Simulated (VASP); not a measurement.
# Sb (Antimony): convergence with the smearing and SCF solver, part 2 of 3

How sensitive are energy, pressure and forces of Sb (Antimony) to the smearing and SCF solver? The series runs use PBEsol. The start is a cell from a database of measured crystal structures.

VASP 6.6.1; PBEsol; plane waves and PAW (Sb).

Still holding for the runs below: The k-mesh is coarse for a metal.

So far. Step 6 (Smearing: ISMEAR = 0, SIGMA = 0.5): Against the run before the energy at zero width moves by +3.63 meV an atom and the pressure by -0.01 GPa, after 10 cycles in 6.4 s. The entropy term T·S comes to 28.95 meV an atom in size.

### Step 7. Smearing: ISMEAR = 1, SIGMA = 0.01

INCAR

```
SYSTEM = Sb
PREC = Accurate
ENCUT = 400
EDIFF = 1E-06
NELM = 100
ISMEAR = 1
SIGMA = 0.01
LREAL = .FALSE.
ALGO = Normal
GGA = PS
NBANDS = 11
LORBIT = 11
LWAVE = .FALSE.
LCHARG = .FALSE.
KPAR = 2
ISIF = 2
```

POSCAR

```
Sb
1.0
    2.1542000000      1.2437279499      3.7580000000
   -2.1542000000      1.2437279499      3.7580000000
    0.0000000000     -2.4874558998      3.7580000000
Sb
2
Direct
    0.2334900000      0.2334900000      0.2334900000
    0.7665100000      0.7665100000      0.7665100000
```

KPOINTS

```
Automatic mesh
0
Gamma
6 6 6
0 0 0
```

The projector-augmented-wave data sets are Sb (PBE family, release 64).

On the command line:

```console
$ mpirun -np 2 vasp_std
```

The program printed:

```text
[... set-up lines as in an earlier step ...]
 entering main loop
       N       E                     dE             d eps       ncg     rms          rms(c)
DAV:   1     0.279603374105E+02    0.27960E+02   -0.31299E+03   704   0.578E+02
DAV:   2    -0.768706665436E+01   -0.35647E+02   -0.34805E+02   890   0.103E+02
DAV:   3    -0.913443162706E+01   -0.14474E+01   -0.14414E+01   861   0.229E+01
DAV:   4    -0.914514962654E+01   -0.10718E-01   -0.10717E-01   803   0.246E+00
[...]
DAV:   8    -0.912815478137E+01   -0.45136E-04   -0.14381E-04   791   0.854E-02    0.126E-02
DAV:   9    -0.912816029713E+01   -0.55158E-05   -0.71716E-06   794   0.181E-02    0.453E-03
DAV:  10    -0.912815984520E+01    0.45193E-06   -0.44000E-07   507   0.416E-03
   1 F= -.91281598E+01 E0= -.91281337E+01  d E =-.783597E-04
```

It took 6 s on 2 MPI ranks of AMD EPYC 7R43, shared host; peak memory 0.25 GiB.

OUTCAR, selected parts (step 7):

```text
  Total        0.1578658      0.1578658      0.0148798     -0.0000000      0.0000000      0.0000000
  in kB        4.1867721      4.1867721      0.3946273     -0.0000000      0.0000000      0.0000000
  external PRESSURE =       2.9227238 kB  Pullay stress =       0.0000000 kB

 POSITION                                       TOTAL-FORCE (eV/Angst)
 -----------------------------------------------------------------------------------
      0.00000      0.00000      2.63237         0.000000     -0.000000      0.062325
      0.00000      0.00000      8.64163         0.000000      0.000000     -0.062325
 -----------------------------------------------------------------------------------
    total drift:                                0.000000      0.000000     -0.000000

  FREE ENERGIE OF THE ION-ELECTRON SYSTEM (eV)
  ---------------------------------------------------
  free  energy   TOTEN  =        -9.1281598452 eV

  energy  without entropy=       -9.1280814855  energy(sigma->0) =       -9.12813373

[... 2 parts as in an earlier step ...]

[... 1 further part left out ...]
[key lines of the parts left out:]
E-fermi :   7.1862
```

Against the first of the series the energy at zero width moves by +0.01 meV an atom while the pressure stays within 0.01 GPa, after 10 cycles in 6 s. The entropy term T·S comes to 0.04 meV an atom in size.

### Step 8. Smearing: ISMEAR = 1, SIGMA = 0.05

Changes to INCAR since step 7:

```diff
@@ -6,3 +6,3 @@
 ISMEAR = 1
-SIGMA = 0.01
+SIGMA = 0.05
 LREAL = .FALSE.
```

POSCAR is that of step 7.

KPOINTS is that of step 7.

On the command line:

```console
$ mpirun -np 2 vasp_std
```

The program printed:

```text
[... set-up lines as in an earlier step ...]
 entering main loop
       N       E                     dE             d eps       ncg     rms          rms(c)
DAV:   1     0.279599792002E+02    0.27960E+02   -0.31299E+03   704   0.578E+02
DAV:   2    -0.768712682139E+01   -0.35647E+02   -0.34823E+02   890   0.103E+02
DAV:   3    -0.913473899970E+01   -0.14476E+01   -0.14414E+01   861   0.229E+01
DAV:   4    -0.914545819874E+01   -0.10719E-01   -0.10718E-01   803   0.246E+00
[...]
DAV:   8    -0.912845746441E+01   -0.45266E-04   -0.14452E-04   791   0.856E-02    0.126E-02
DAV:   9    -0.912846299741E+01   -0.55330E-05   -0.71882E-06   794   0.181E-02    0.454E-03
DAV:  10    -0.912846254324E+01    0.45417E-06   -0.44080E-07   507   0.416E-03
   1 F= -.91284625E+01 E0= -.91283540E+01  d E =-.325497E-03
```

Run time: 6.4 s. Hardware: 2 MPI ranks; peak memory 0.27 GiB.

OUTCAR, selected parts (step 8):

```text
  Total        0.1599072      0.1599072      0.0168510      0.0000000      0.0000000      0.0000000
  in kB        4.2409104      4.2409104      0.4469078      0.0000000      0.0000000      0.0000000
  external PRESSURE =       2.9762429 kB  Pullay stress =       0.0000000 kB

 POSITION                                       TOTAL-FORCE (eV/Angst)
 -----------------------------------------------------------------------------------
      0.00000      0.00000      2.63237         0.000000      0.000000      0.061074
      0.00000      0.00000      8.64163         0.000000      0.000000     -0.061074
 -----------------------------------------------------------------------------------
    total drift:                                0.000000      0.000000     -0.000000

  FREE ENERGIE OF THE ION-ELECTRON SYSTEM (eV)
  ---------------------------------------------------
  free  energy   TOTEN  =        -9.1284625432 eV

  energy  without entropy=       -9.1281370465  energy(sigma->0) =       -9.12835404

[... 2 parts as in an earlier step ...]

[... 1 further part left out ...]
[key lines of the parts left out:]
E-fermi :   7.1870
```

Against the run before the energy at zero width moves by -0.11 meV an atom and the pressure by +0.01 GPa, after 10 cycles in 6.4 s. The entropy term T·S comes to 0.16 meV an atom in size.

### Step 9. Smearing: ISMEAR = 1, SIGMA = 0.1

Changes to INCAR since step 8:

```diff
@@ -6,3 +6,3 @@
 ISMEAR = 1
-SIGMA = 0.05
+SIGMA = 0.1
 LREAL = .FALSE.
```

POSCAR is that of step 8.

KPOINTS is that of step 8.

On the command line:

```console
$ mpirun -np 2 vasp_std
```

The program printed:

```text
[... set-up lines as in an earlier step ...]
 entering main loop
       N       E                     dE             d eps       ncg     rms          rms(c)
DAV:   1     0.279594173902E+02    0.27959E+02   -0.31299E+03   704   0.578E+02
DAV:   2    -0.768726429071E+01   -0.35647E+02   -0.34833E+02   890   0.103E+02
DAV:   3    -0.913501649032E+01   -0.14478E+01   -0.14426E+01   861   0.229E+01
DAV:   4    -0.914573752367E+01   -0.10721E-01   -0.10720E-01   803   0.246E+00
[...]
DAV:   8    -0.912873571240E+01   -0.45283E-04   -0.14484E-04   794   0.856E-02    0.125E-02
DAV:   9    -0.912874119984E+01   -0.54874E-05   -0.71364E-06   794   0.181E-02    0.454E-03
DAV:  10    -0.912874074854E+01    0.45131E-06   -0.43396E-07   519   0.414E-03
   1 F= -.91287407E+01 E0= -.91285397E+01  d E =-.603079E-03
```

The job ended after 6.6 s (2 MPI ranks; peak memory 0.27 GiB; 12 s of CPU time).

From OUTCAR (step 9):

```text
  Total        0.1621252      0.1621252      0.0086339      0.0000000      0.0000000      0.0000000
  in kB        4.2997355      4.2997355      0.2289811      0.0000000      0.0000000      0.0000000
  external PRESSURE =       2.9428174 kB  Pullay stress =       0.0000000 kB

 POSITION                                       TOTAL-FORCE (eV/Angst)
 -----------------------------------------------------------------------------------
      0.00000      0.00000      2.63237         0.000000     -0.000000      0.060797
      0.00000      0.00000      8.64163         0.000000      0.000000     -0.060797
 -----------------------------------------------------------------------------------
    total drift:                                0.000000      0.000000     -0.000000

  FREE ENERGIE OF THE ION-ELECTRON SYSTEM (eV)
  ---------------------------------------------------
  free  energy   TOTEN  =        -9.1287407485 eV

  energy  without entropy=       -9.1281376697  energy(sigma->0) =       -9.12853972

[... 2 parts as in an earlier step ...]

[... 1 further part left out ...]
[key lines of the parts left out:]
E-fermi :   7.1872
```

Against the run before the energy at zero width moves by -0.09 meV an atom while the pressure stays within 0.01 GPa, after 10 cycles in 6.6 s. The entropy term T·S comes to 0.30 meV an atom in size.

### Step 10. Smearing: ISMEAR = 1, SIGMA = 0.2

Changes to INCAR since step 9:

```diff
@@ -6,3 +6,3 @@
 ISMEAR = 1
-SIGMA = 0.1
+SIGMA = 0.2
 LREAL = .FALSE.
```

POSCAR is that of step 9.

KPOINTS is that of step 9.

On the command line:

```console
$ mpirun -np 2 vasp_std
```

The program printed:

```text
[... set-up lines as in an earlier step ...]
 entering main loop
       N       E                     dE             d eps       ncg     rms          rms(c)
DAV:   1     0.279580696169E+02    0.27958E+02   -0.31299E+03   704   0.578E+02
DAV:   2    -0.768671161314E+01   -0.35645E+02   -0.34854E+02   890   0.103E+02
DAV:   3    -0.913558226848E+01   -0.14489E+01   -0.14447E+01   861   0.229E+01
DAV:   4    -0.914628622875E+01   -0.10704E-01   -0.10703E-01   803   0.246E+00
[...]
DAV:   8    -0.912932087489E+01   -0.44308E-04   -0.13851E-04   791   0.841E-02    0.126E-02
DAV:   9    -0.912932629068E+01   -0.54158E-05   -0.70699E-06   794   0.179E-02    0.443E-03
DAV:  10    -0.912932585041E+01    0.44027E-06   -0.44419E-07   507   0.417E-03
   1 F= -.91293259E+01 E0= -.91291891E+01  d E =-.410202E-03
```

It took 6.6 s on 2 MPI ranks; peak memory 0.27 GiB; 12 s of CPU time.

Parts of OUTCAR (step 10):

```text
  Total        0.1386520      0.1386520      0.0107461      0.0000000      0.0000000     -0.0000000
  in kB        3.6772007      3.6772007      0.2849989      0.0000000      0.0000000     -0.0000000
  external PRESSURE =       2.5464667 kB  Pullay stress =       0.0000000 kB

 POSITION                                       TOTAL-FORCE (eV/Angst)
 -----------------------------------------------------------------------------------
      0.00000      0.00000      2.63237         0.000000      0.000000      0.069460
      0.00000      0.00000      8.64163         0.000000      0.000000     -0.069460
 -----------------------------------------------------------------------------------
    total drift:                                0.000000      0.000000     -0.000000

  FREE ENERGIE OF THE ION-ELECTRON SYSTEM (eV)
  ---------------------------------------------------
  free  energy   TOTEN  =        -9.1293258504 eV

  energy  without entropy=       -9.1289156485  energy(sigma->0) =       -9.12918912

[... 2 parts as in an earlier step ...]

[... 1 further part left out ...]
[key lines of the parts left out:]
E-fermi :   7.1636
```

Against the run before the energy at zero width moves by -0.32 meV an atom and the pressure by -0.04 GPa, after 10 cycles in 6.6 s. The entropy term T·S comes to 0.21 meV an atom in size.

### Step 11. Smearing: ISMEAR = 1, SIGMA = 0.5

Changes to INCAR since step 10:

```diff
@@ -6,3 +6,3 @@
 ISMEAR = 1
-SIGMA = 0.2
+SIGMA = 0.5
 LREAL = .FALSE.
```

POSCAR is that of step 10.

KPOINTS is that of step 10.

On the command line:

```console
$ mpirun -np 2 vasp_std
```

The program printed:

```text
[... set-up lines as in an earlier step ...]
 entering main loop
       N       E                     dE             d eps       ncg     rms          rms(c)
DAV:   1     0.279560199900E+02    0.27956E+02   -0.31299E+03   704   0.578E+02
DAV:   2    -0.768095626244E+01   -0.35637E+02   -0.34852E+02   890   0.103E+02
DAV:   3    -0.912658662153E+01   -0.14456E+01   -0.14384E+01   861   0.228E+01
DAV:   4    -0.913726743331E+01   -0.10681E-01   -0.10679E-01   803   0.246E+00
[...]
DAV:   8    -0.912019789755E+01   -0.43820E-04   -0.14300E-04   791   0.852E-02    0.129E-02
DAV:   9    -0.912020351676E+01   -0.56192E-05   -0.73989E-06   788   0.182E-02    0.471E-03
DAV:  10    -0.912020304122E+01    0.47553E-06   -0.47862E-07   507   0.431E-03
   1 F= -.91202030E+01 E0= -.91293180E+01  d E =0.273449E-01
```

The job ended after 6.6 s (2 MPI ranks; peak memory 0.27 GiB; 12 s of CPU time).

From OUTCAR (step 11):

```text
  Total        0.1314193      0.1314193      0.0163390      0.0000000      0.0000000      0.0000000
  in kB        3.4853822      3.4853822      0.4333278      0.0000000      0.0000000      0.0000000
  external PRESSURE =       2.4680308 kB  Pullay stress =       0.0000000 kB

 POSITION                                       TOTAL-FORCE (eV/Angst)
 -----------------------------------------------------------------------------------
      0.00000      0.00000      2.63237         0.000000     -0.000000      0.052688
      0.00000      0.00000      8.64163         0.000000      0.000000     -0.052688
 -----------------------------------------------------------------------------------
    total drift:                                0.000000      0.000000     -0.000000

  FREE ENERGIE OF THE ION-ELECTRON SYSTEM (eV)
  ---------------------------------------------------
  free  energy   TOTEN  =        -9.1202030412 eV

  energy  without entropy=       -9.1475479393  energy(sigma->0) =       -9.12931801

[... 2 parts as in an earlier step ...]

[... 1 further part left out ...]
[key lines of the parts left out:]
E-fermi :   7.1891
```

Against the run before the energy at zero width moves by -0.06 meV an atom and the pressure by -0.01 GPa, after 10 cycles in 6.6 s. The entropy term T·S comes to 13.67 meV an atom in size.

### Step 12. Smearing: ISMEAR = -5

Changes to INCAR since step 11:

```diff
@@ -5,4 +5,4 @@
 NELM = 100
-ISMEAR = 1
-SIGMA = 0.5
+ISMEAR = -5
+SIGMA = 0.05
 LREAL = .FALSE.
```

POSCAR is that of step 11.

KPOINTS is that of step 11.

On the command line:

```console
$ mpirun -np 2 vasp_std
```

The program printed:

```text
[... set-up lines as in an earlier step ...]
 entering main loop
       N       E                     dE             d eps       ncg     rms          rms(c)
DAV:   1     0.279697067142E+02    0.27970E+02   -0.31299E+03   704   0.578E+02
DAV:   2    -0.767652028562E+01   -0.35646E+02   -0.35054E+02   890   0.103E+02
DAV:   3    -0.912835066356E+01   -0.14518E+01   -0.14522E+01   861   0.229E+01
DAV:   4    -0.913912205696E+01   -0.10771E-01   -0.10808E-01   803   0.247E+00
[...]
DAV:   8    -0.912190386516E+01   -0.28511E-04   -0.14569E-04   797   0.863E-02    0.143E-02
DAV:   9    -0.912190531273E+01   -0.14476E-05   -0.93306E-06   782   0.200E-02    0.536E-03
DAV:  10    -0.912190555227E+01   -0.23953E-06   -0.71885E-07   516   0.509E-03
   1 F= -.91219056E+01 E0= -.91219056E+01  d E =0.000000E+00
 -----------------------------------------------------------------------------
|                                                                             |
|           W    W    AA    RRRRR   N    N  II  N    N   GGGG   !!!           |
|           W    W   A  A   R    R  NN   N  II  NN   N  G    G  !!!           |
|           W    W  A    A  R    R  N N  N  II  N N  N  G       !!!           |
|           W WW W  AAAAAA  RRRRR   N  N N  II  N  N N  G  GGG   !            |
|           WW  WW  A    A  R   R   N   NN  II  N   NN  G    G                |
|           W    W  A    A  R    R  N    N  II  N    N   GGGG   !!!           |
|                                                                             |
|     Tetrahedron method does not include variations of the Fermi             |
|     occupations, so forces and stress will be inaccurate. We suggest        |
|     using a different smearing scheme ISMEAR = 1 or 2 for metals in         |
|     relaxations.                                                            |
|                                                                             |
 -----------------------------------------------------------------------------
```

Run time: 6.8 s. Hardware: 2 MPI ranks; peak memory 0.26 GiB.

Parts of OUTCAR (step 12):

```text
  Total        0.2228611      0.2228611      0.0266459      0.0000000      0.0000000     -0.0000000
  in kB        5.9105164      5.9105164      0.7066776      0.0000000      0.0000000     -0.0000000
  external PRESSURE =       4.1759034 kB  Pullay stress =       0.0000000 kB

 POSITION                                       TOTAL-FORCE (eV/Angst)
 -----------------------------------------------------------------------------------
      0.00000      0.00000      2.63237         0.000000     -0.000000      0.070542
      0.00000      0.00000      8.64163         0.000000      0.000000     -0.070542
 -----------------------------------------------------------------------------------
    total drift:                                0.000000      0.000000     -0.000000

  FREE ENERGIE OF THE ION-ELECTRON SYSTEM (eV)
  ---------------------------------------------------
  free  energy   TOTEN  =        -9.1219055523 eV

  energy  without entropy=       -9.1219055523  energy(sigma->0) =       -9.12190555

[... 2 parts as in an earlier step ...]

[... 1 further part left out ...]
[key lines of the parts left out:]
E-fermi :   7.0638
```

With tetrahedra the forces and stress of a metal are not exact derivatives of the energy.

Against the first of the series the energy at zero width moves by +3.13 meV an atom and the pressure by +0.13 GPa, after 10 cycles in 6.8 s.

### Step 13. The smearing series as a table

This step: convergence of PBEsol results with the smearing; plane waves and PAW (VASP 6.6.1).

No new run; the numbers come from the runs before.

One cell and one 6×6×6 mesh. Free energy against width, by row:

| Gaussian width σ (eV) | free energy less that at the narrowest width (meV/atom) |
| --- | --- |
| 0.01 | 0 |
| 0.05 | -0.32 |
| 0.1 | -0.77 |
| 0.2 | -1.9 |
| 0.5 | -11.42 |

Differences are taken from the run with ISMEAR = 0, SIGMA = 0.01. Results of the series, by row:

```csv
setting,status,energy less the reference (meV/atom),pressure (GPa),largest force difference (meV/Å),SCF cycles,wall time (s)
"ISMEAR = 0, SIGMA = 0.01",converged,0,0.2923,0,10,6.4
"ISMEAR = 0, SIGMA = 0.05",converged,-0.1517,0.2898,0.514,10,5.4
"ISMEAR = 0, SIGMA = 0.1",converged,-0.3094,0.2662,6.921,10,6
"ISMEAR = 0, SIGMA = 0.2",converged,-0.6098,0.2416,17.18,10,6.2
"ISMEAR = 0, SIGMA = 0.5",converged,3.02,0.2313,93.48,10,6.4
"ISMEAR = 1, SIGMA = 0.01",converged,0.01306,0.2923,0,10,6
"ISMEAR = 1, SIGMA = 0.05",converged,-0.0971,0.2976,1.251,10,6.4
"ISMEAR = 1, SIGMA = 0.1",converged,-0.1899,0.2943,1.528,10,6.6
"ISMEAR = 1, SIGMA = 0.2",converged,-0.5146,0.2546,7.135,10,6.6
"ISMEAR = 1, SIGMA = 0.5",converged,-0.5791,0.2468,9.637,10,6.6
ISMEAR = -5,converged,3.127,0.4176,8.217,10,6.8
```

### Step 14. SCF solver: ALGO = Normal

This step: PBEsol; plane waves and PAW (Sb) (VASP 6.6.1).

All solvers should reach one answer; they differ in cycles and robustness.

Changes to INCAR since step 12:

```diff
@@ -5,3 +5,3 @@
 NELM = 100
-ISMEAR = -5
+ISMEAR = -1
 SIGMA = 0.05
```

POSCAR is that of step 12.

KPOINTS is that of step 12.

On the command line:

```console
$ mpirun -np 2 vasp_std
```

The program printed:

```text
[... set-up lines as in an earlier step ...]
 entering main loop
       N       E                     dE             d eps       ncg     rms          rms(c)
DAV:   1     0.279550715834E+02    0.27955E+02   -0.31299E+03   704   0.578E+02
DAV:   2    -0.768896315641E+01   -0.35644E+02   -0.34849E+02   890   0.103E+02
DAV:   3    -0.913654215167E+01   -0.14476E+01   -0.14423E+01   861   0.229E+01
DAV:   4    -0.914724790969E+01   -0.10706E-01   -0.10704E-01   803   0.246E+00
DAV:   5    -0.914737863562E+01   -0.13073E-03   -0.13072E-03   805   0.289E-01    0.291E+00
DAV:   6    -0.913665186511E+01    0.10727E-01   -0.23926E-03   800   0.296E-01    0.174E+00
DAV:   7    -0.913025465752E+01    0.63972E-02   -0.58771E-03   776   0.458E-01    0.529E-02
DAV:   8    -0.913029880834E+01   -0.44151E-04   -0.13820E-04   791   0.840E-02    0.127E-02
DAV:   9    -0.913030428972E+01   -0.54814E-05   -0.71535E-06   794   0.180E-02    0.448E-03
DAV:  10    -0.913030384436E+01    0.44536E-06   -0.45820E-07   507   0.422E-03
   1 F= -.91303038E+01 E0= -.91289416E+01  d E =-.272453E-02
```

The job ended after 6.4 s (2 MPI ranks; peak memory 0.25 GiB; 12 s of CPU time).

From OUTCAR (step 14):

```text
   NELECT =      10.0000    total number of electrons

 E-fermi :   7.1688

 k-point     1 :       0.0000    0.0000    0.0000
  band No.  band energies     occupation
      1      -5.6009      2.00000
      2       2.3234      2.00000
      3       5.0746      2.00000
      4       5.3476      2.00000
      5       5.3476      2.00000
      6       9.1957      0.00000
      7       9.8290      0.00000
      8       9.8290      0.00000
      9      12.1970      0.00000
     10      12.1970      0.00000
    ...

  Total        0.1394145      0.1394145      0.0122216      0.0000000      0.0000000      0.0000000
  in kB        3.6974238      3.6974238      0.3241305      0.0000000      0.0000000      0.0000000
  external PRESSURE =       2.5729927 kB  Pullay stress =       0.0000000 kB

 POSITION                                       TOTAL-FORCE (eV/Angst)
 -----------------------------------------------------------------------------------
      0.00000      0.00000      2.63237         0.000000      0.000000      0.072307
      0.00000      0.00000      8.64163         0.000000      0.000000     -0.072307
 -----------------------------------------------------------------------------------
    total drift:                                0.000000      0.000000     -0.000000

  FREE ENERGIE OF THE ION-ELECTRON SYSTEM (eV)
  ---------------------------------------------------
  free  energy   TOTEN  =        -9.1303038444 eV

  energy  without entropy=       -9.1275793095  energy(sigma->0) =       -9.12894158

[... 8 parts as in an earlier step ...]

[... 9 further parts left out ...]
```

Numbers from this step:

```yaml
free_energy_toten: -9.130 eV
fermi_energy: 7.169 eV
pressure: 0.2573 GPa
```

The series starts at -4.5645 eV an atom and 0.26 GPa, after 10 cycles in 6.4 s.

[end of part 2 of 3]

[Lines on the potential files, build, host, timing and source positions are cut from VASP's logs without a mark.]

[Logs are printed without paths, hosts, clocks, repeated set-up lines and the standing remarks that a program may print on its own settings, such as how far it seeks lower states.]

[Hosts, paths, dates, database ids (printed as entryN), source tags and the programs' standing remarks are cut or masked in the printed files.]

[A measured line is paired with the nearest computed mode of its activity, which favours agreement.]
